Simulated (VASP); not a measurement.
```
FeS2
1.0
    3.38891     0.00000     0.00000
    0.00000     4.43724     0.00000
    0.00000     0.00000     5.40906
Fe S
2 4
Cartesian
  0.00000   0.00000   0.00000
  1.69446   2.21862   2.70453
  0.00000   0.91173   2.03152
  1.69446   3.13035   0.67301
  1.69446   1.30688   4.73605
  0.00000   3.52550   3.37754
```

The numbers are results of PBE GGA, VASP's PBE PAW potentials (set 64) (plane waves; VASP), not measurements. Numerical set-up: 400 eV cut-off, 7×6×5 Γ-centred mesh, tetrahedra with Blöchl corrections, potentials Fe S.

The cores are frozen, which limits the accuracy of field gradients.

**Question.** Give the principal components of the electric field gradient (V/Å²) and the asymmetry η at each nucleus.

**Answer.** 
```csv
atom,Vxx,Vyy,Vzz,η
Fe1,31.0,4.3,-35.2,0.76
Fe2,31.0,4.3,-35.2,0.76
S3,-85.9,-50.4,136.2,0.26
S4,-85.9,-50.4,136.2,0.26
S5,-85.9,-50.4,136.2,0.26
S6,-85.9,-50.4,136.2,0.26
```

The compound is FeS2 in the marcasite structure. It was relaxed first. The run is not spin-polarised, so no magnetic state was tried.
